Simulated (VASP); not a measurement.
Output of a VASP run:

OUTCAR:
```
 ion  position               nearest neighbor table
   1  0.000  0.000  0.000-   2 2.47   3 2.47   4 2.47   2 2.47   3 2.47   2 2.47   4 2.47   2 2.47
                             3 2.47   4 2.47   3 2.47   4 2.47
   2  0.000  0.500  0.500-   1 2.47   3 2.47   4 2.47   1 2.47   4 2.47   1 2.47   3 2.47   1 2.47
                             3 2.47   4 2.47   4 2.47   3 2.47
   3  0.500  0.000  0.500-   1 2.47   2 2.47   4 2.47   1 2.47   4 2.47   2 2.47   4 2.47   4 2.47
                             1 2.47   2 2.47   1 2.47   2 2.47
   4  0.500  0.500  0.000-   1 2.47   2 2.47   3 2.47   2 2.47   3 2.47   1 2.47   3 2.47   3 2.47
                             1 2.47   2 2.47   2 2.47   1 2.47
  LATTYP: Found a simple cubic cell.
 ALAT       =     3.4905369507
 Subroutine PRICEL returns:
 Original cell was already a primitive cell.
 Subroutine GETGRP returns: Found 48 space group operations
The static configuration has the point symmetry O_h .
The dynamic configuration has the point symmetry O_h .
The overall configuration has the point symmetry O_h .
 Subroutine INISYM returns: Found 48 space group operations
 Subroutine IBZKPT returns following result:
 Found     35 irreducible k-points:

 Following reciprocal coordinates:
            Coordinates               Weight
  0.000000  0.000000  0.000000      1.000000
  0.125000  0.000000  0.000000      6.000000
  0.250000  0.000000  0.000000      6.000000
  0.375000  0.000000  0.000000      6.000000
  0.500000  0.000000  0.000000      3.000000
  0.125000  0.125000  0.000000     12.000000
  0.250000  0.125000  0.000000     24.000000
  0.375000  0.125000  0.000000     24.000000
  0.500000  0.125000  0.000000     12.000000
  0.250000  0.250000  0.000000     12.000000
  0.375000  0.250000  0.000000     24.000000
  0.500000  0.250000  0.000000     12.000000
  0.375000  0.375000  0.000000     12.000000
  0.500000  0.375000  0.000000     12.000000
  0.500000  0.500000  0.000000      3.000000
  0.125000  0.125000  0.125000      8.000000
  0.250000  0.125000  0.125000     24.000000
  0.375000  0.125000  0.125000     24.000000
  0.500000  0.125000  0.125000     12.000000
  0.250000  0.250000  0.125000     24.000000
  0.375000  0.250000  0.125000     48.000000
  0.500000  0.250000  0.125000     24.000000
  0.375000  0.375000  0.125000     24.000000
  0.500000  0.375000  0.125000     24.000000
  0.500000  0.500000  0.125000      6.000000
  0.250000  0.250000  0.250000      8.000000
  0.375000  0.250000  0.250000     24.000000
  0.500000  0.250000  0.250000     12.000000
  0.375000  0.375000  0.250000     24.000000
  0.500000  0.375000  0.250000     24.000000
  0.500000  0.500000  0.250000      6.000000
  0.375000  0.375000  0.375000      8.000000
  0.500000  0.375000  0.375000     12.000000
  0.500000  0.500000  0.375000      6.000000
  0.500000  0.500000  0.500000      1.000000
   k-points           NKPTS =     35   k-points in BZ     NKDIM =     35   number of bands    NBANDS=     26
   number of dos      NEDOS =    301   number of ions     NIONS =      4
   total plane-waves  NPLWV =  21952
   dimension x,y,z NGX =    28 NGY =   28 NGZ =   28
   dimension x,y,z NGXF=    56 NGYF=   56 NGZF=   56
   ions per type =               1   3
   PREC   = accura    normal or accurate (medium, high low for compatibility)
   ISTART =      0    job   : 0-new  1-cont  2-samecut
   ICHARG =      2    charge: 1-file 2-atom 10-const
   ISPIN  =      2    spin polarized calculation?
   LNONCOLLINEAR =      F non collinear calculations
   LSORBIT =      F    spin-orbit coupling
   INIWAV =      1    electr: 0-lowe 1-rand  2-diag
   ENCUT  =  520.0 eV  38.22 Ry    6.18 a.u.   6.49  6.49  6.49*2*pi/ulx,y,z
   NELM   =    100;   NELMIN=  2; NELMDL= -5     # of ELM steps
   EDIFF  = 0.1E-05   stopping-criterion for ELM
   LREAL  =      F    real-space projection
   NLSPLINE    = F    spline interpolate recip. space projectors
   LMAXMIX     =    4 max onsite mixed and CHGCAR
   VOSKOWN=      0    Vosko Wilk Nusair interpolation
   EDIFFG = -.2E-01   stopping-criterion for IOM
   NSW    =     60    number of steps for IOM
...
```

OSZICAR:
```
...
DAV:   7    -0.194561097146E+02   -0.32496E+01   -0.22289E+01  4250   0.119E+02    0.265E+01
DAV:   8    -0.148262707038E+02    0.46298E+01   -0.15485E+01  4544   0.548E+01    0.592E+00
DAV:   9    -0.149505232199E+02   -0.12425E+00   -0.57121E-01  4278   0.925E+00    0.323E+00
DAV:  10    -0.149174168975E+02    0.33106E-01   -0.10060E-01  5082   0.800E+00    0.147E+00
DAV:  11    -0.149164803643E+02    0.93653E-03   -0.35622E-02  5460   0.229E+00    0.109E+00
DAV:  12    -0.149185470264E+02   -0.20667E-02   -0.60987E-03  4126   0.208E+00    0.276E-01
DAV:  13    -0.149187056101E+02   -0.15858E-03   -0.18584E-03  5350   0.642E-01    0.735E-02
DAV:  14    -0.149187628547E+02   -0.57245E-04   -0.19676E-04  4452   0.156E-01    0.967E-02
DAV:  15    -0.149187484153E+02    0.14439E-04   -0.56490E-05  4534   0.208E-01    0.199E-02
DAV:  16    -0.149187517359E+02   -0.33206E-05   -0.10021E-05  3884   0.417E-02    0.263E-02
DAV:  17    -0.149187502069E+02    0.15290E-05   -0.26938E-06  2432   0.445E-02    0.551E-03
DAV:  18    -0.149187499140E+02    0.29291E-06   -0.69514E-07  1968   0.124E-02
   1 F= -.14918750E+02 E0= -.14918681E+02  d E =-.149187E+02  mag=     4.5837
       N       E                     dE             d eps       ncg     rms          rms(c)
DAV:   1    -0.159194680831E+02   -0.10007E+01   -0.10985E+01  3642   0.486E+01    0.105E+01
DAV:   2    -0.212469862313E+02   -0.53275E+01   -0.33813E+01  4212   0.108E+02    0.371E+01
DAV:   3    -0.150377685520E+02    0.62092E+01   -0.93315E+00  4586   0.871E+01    0.641E+00
DAV:   4    -0.149305531632E+02    0.10722E+00   -0.97644E-01  4156   0.138E+01    0.270E+00
DAV:   5    -0.149228177822E+02    0.77354E-02   -0.79951E-02  4470   0.316E+00    0.145E+00
DAV:   6    -0.149189156032E+02    0.39022E-02   -0.24396E-02  5136   0.212E+00    0.480E-01
DAV:   7    -0.149180897616E+02    0.82584E-03   -0.33128E-03  4500   0.106E+00    0.248E-01
DAV:   8    -0.149182824281E+02   -0.19267E-03   -0.52803E-04  4884   0.304E-01    0.127E-01
DAV:   9    -0.149182942206E+02   -0.11792E-04   -0.19827E-04  4216   0.332E-01    0.619E-02
DAV:  10    -0.149183156590E+02   -0.21438E-04   -0.49286E-05  5130   0.161E-01    0.178E-02
DAV:  11    -0.149183158243E+02   -0.16522E-06   -0.82936E-06  3754   0.480E-02
   2 F= -.14918316E+02 E0= -.14918297E+02  d E =0.434090E-03  mag=     4.6938
       N       E                     dE             d eps       ncg     rms          rms(c)
DAV:   1    -0.151881366885E+02   -0.26982E+00   -0.28564E+00  3646   0.239E+01    0.536E+00
DAV:   2    -0.162619882351E+02   -0.10739E+01   -0.51997E+00  4278   0.561E+01    0.156E+01
DAV:   3    -0.149536966663E+02    0.13083E+01   -0.38321E+00  4112   0.426E+01    0.290E+00
DAV:   4    -0.149285941000E+02    0.25103E-01   -0.21869E-01  4178   0.782E+00    0.794E-01
DAV:   5    -0.149298780999E+02   -0.12840E-02   -0.21698E-02  3926   0.171E+00    0.417E-01
DAV:   6    -0.149285364208E+02    0.13417E-02   -0.18849E-03  5250   0.104E+00    0.205E-01
DAV:   7    -0.149284787483E+02    0.57672E-04   -0.53848E-04  4498   0.258E-01    0.121E-01
DAV:   8    -0.149284494649E+02    0.29283E-04   -0.18493E-04  4796   0.314E-01    0.492E-02
DAV:   9    -0.149284498955E+02   -0.43062E-06   -0.23329E-05  4664   0.837E-02    0.271E-02
DAV:  10    -0.149284488114E+02    0.10841E-05   -0.10282E-05  4356   0.758E-02    0.165E-02
DAV:  11    -0.149284473703E+02    0.14410E-05   -0.26866E-06  2296   0.338E-02    0.174E-03
DAV:  12    -0.149284474484E+02   -0.78048E-07   -0.56725E-07  1860   0.705E-03
   3 F= -.14928447E+02 E0= -.14928376E+02  d E =-.969753E-02  mag=     4.6383
```

File OUTCAR:
```
------------------------ aborting loop because EDIFF is reached ----------------------------------------
  FORCE on cell =-STRESS in cart. coord.  units (eV):
  Direction    XX          YY          ZZ          XY          YZ          ZX
  --------------------------------------------------------------------------------------
  Total       -0.0020624     -0.0020624     -0.0020624      0.0000000      0.0000000      0.0000000
  in kB       -0.0762685     -0.0762685     -0.0762685      0.0000000      0.0000000      0.0000000
  external PRESSURE =      -0.0762685 kB  Pullay stress =       0.0000000 kB
  volume of cell :       43.33
      direct lattice vectors                 reciprocal lattice vectors
     3.512208069  0.000000000  0.000000000     0.284721173 -0.000000000  0.000000000
     0.000000000  3.512208069  0.000000000    -0.000000000  0.284721173  0.000000000
    -0.000000000 -0.000000000  3.512208069    -0.000000000 -0.000000000  0.284721173
 POSITION                                       TOTAL-FORCE (eV/Angst)
 -----------------------------------------------------------------------------------
      0.00000      0.00000      0.00000        -0.000000      0.000000      0.000000
      0.00000      1.75610      1.75610         0.000000     -0.000000      0.000000
      1.75610      0.00000      1.75610        -0.000000     -0.000000      0.000000
      1.75610      1.75610      0.00000        -0.000000      0.000000      0.000000
 -----------------------------------------------------------------------------------
    total drift:                                0.000000      0.000000      0.000000
  FREE ENERGIE OF THE ION-ELECTRON SYSTEM (eV)
  ---------------------------------------------------
  free  energy   TOTEN  =       -14.9284474484 eV

  energy  without entropy=      -14.9282342454  energy(sigma->0) =      -14.92837638

 total charge

# of ion       s       p       d       tot
------------------------------------------
    1        0.484   0.519   6.154   7.157
    2        0.517   0.531   8.352   9.400
    3        0.517   0.531   8.352   9.400
    4        0.517   0.531   8.352   9.400
--------------------------------------------------
tot          2.034   2.112  31.210  35.356

 magnetization (x)

# of ion       s       p       d       tot
------------------------------------------
    1        0.008  -0.000   2.824   2.832
    2       -0.016  -0.042   0.660   0.602
    3       -0.016  -0.042   0.660   0.602
    4       -0.016  -0.042   0.660   0.602
--------------------------------------------------
tot         -0.039  -0.126   4.803   4.638

 reached required accuracy - stopping structural energy minimisation
```
(Selected blocks of OUTCAR.)

File POSCAR:
```
Ni3Fe
1
    3.4905369507    -0.0000000000     0.0000000000
    0.0000000000     3.4905369507     0.0000000000
    0.0000000000    -0.0000000000     3.4905369507
Fe Ni
1 3
Direct
  0.0000000000   0.0000000000   0.0000000000
  0.0000000000   0.5000000000   0.5000000000
  0.5000000000   0.0000000000   0.5000000000
  0.5000000000   0.5000000000   0.0000000000
```

Question: Reconstruct the remaining input files.

Answer: One answer among several that fit: the input of the run itself, optB86b-vdW, plane waves, VASP's PBE PAW potentials (set 64).

INCAR:
```
SYSTEM = Ni3Fe
PREC = Accurate
ENCUT = 520
EDIFF = 1E-6
NELM = 100
ALGO = Normal
LREAL = .FALSE.
LASPH = .TRUE.
ISMEAR = 1
SIGMA = 0.1
GGA = MK
PARAM1 = 0.1234
PARAM2 = 1.0
LUSE_VDW = .TRUE.
AGGAC = 0.0
LMAXMIX = 4
ISPIN = 2
MAGMOM = 3.0 0.7 0.7 0.7
LORBIT = 10
LWAVE = .FALSE.
LCHARG = .FALSE.
IBRION = 2
ISIF = 3
NSW = 60
EDIFFG = -0.02
```

File KPOINTS:
```
Automatic mesh
0
Gamma
8 8 8
0 0 0
```

POTCAR, in this order: Fe Ni (PBE.64 set). Program: vasp_std.

The compound is Ni3Fe in the L1_2 structure. This run relaxes it. Symmetry was kept, so distortions that lower it aren't found. The start is the result of an earlier pass.
